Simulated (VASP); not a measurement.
An input for Quantum ESPRESSO's pw.x (written as the equivalent of a VASP run, and not itself run):

```
&CONTROL
  calculation = 'vc-relax'
  pseudo_dir = './pseudo'
  outdir = './out'
  tprnfor = .true.
  tstress = .true.
  nstep = 40
  forc_conv_thr = 0.00078
/
&SYSTEM
  ibrav = 0
  nat = 7
  ntyp = 2
  ecutwfc = 76
  occupations = 'smearing'
  smearing = 'gaussian'
  degauss = 0.003675
  input_dft = 'pz'
/
&ELECTRONS
  conv_thr = 7.3e-08
  electron_maxstep = 100
/
&IONS
/
&CELL
  press = 100
/
ATOMIC_SPECIES
  Ca 40.078 Ca.upf
  B 10.810 B.upf
CELL_PARAMETERS angstrom
     4.0145496    0.0000000    0.0000000
    -0.0000000    4.0145496    0.0000000
    -0.0000000   -0.0000000    4.0145496
ATOMIC_POSITIONS crystal
  Ca   0.0000000  0.0000000  0.0000000
  B    0.7993652  0.5000000  0.5000000
  B    0.5000000  0.2006348  0.5000000
  B    0.5000000  0.7993652  0.5000000
  B    0.2006348  0.5000000  0.5000000
  B    0.5000000  0.5000000  0.7993652
  B    0.5000000  0.5000000  0.2006348
K_POINTS automatic
  6 6 6 0 0 0
```

**Question.** Translate this input to VASP (INCAR, KPOINTS, POSCAR, choice of POTCAR).

**Answer.** This is not unique; one that fits is 
INCAR:
```
ISMEAR=0   ! Gaussian
ENCUT=620   ! plane-wave cut-off (eV)
EDIFF=1E-6   ! SCF stop (eV)
NELM=100   ! most electronic steps
LREAL=F
ISIF=3
LWAVE=F
PREC=Accurate
SIGMA=0.05   ! width (eV)
PSTRESS=100
NSW=40
LCHARG=F
SYSTEM=CaB6
EDIFFG=-0.02   ! ionic stop
IBRION=2   ! conjugate gradients
LASPH=T
ALGO=Normal
```

KPOINTS:
```
Automatic mesh
0
Gamma
6 6 6
0 0 0
```

**POSCAR**
```
CaB6
1
    4.0145496312     0.0000000000     0.0000000000
   -0.0000000000     4.0145496312     0.0000000000
   -0.0000000000    -0.0000000000     4.0145496312
Ca B
1 6
Direct
  0.0000000000   0.0000000000   0.0000000000
  0.7993652446   0.5000000000   0.5000000000
  0.5000000000   0.2006347554   0.5000000000
  0.5000000000   0.7993652446   0.5000000000
  0.2006347554   0.5000000000   0.5000000000
  0.5000000000   0.5000000000   0.7993652446
  0.5000000000   0.5000000000   0.2006347554
```

POTCAR, in this order: Ca_sv B (LDA.64 set). Program: vasp_std.

Limits of the translation: the potentials are each code's own (VASP's PAW set, PseudoDojo norm-conserving files in pw.x), so ENCUT and ecutwfc are chosen apart and not converted; conv_thr bounds pw.x's estimated SCF error, while EDIFF bounds the energy change between steps; forc_conv_thr acts on force components and is met together with etot_conv_thr.

The compound is CaB6 in the cab6 structure. It was relaxed first under an external pressure of 10 GPa.
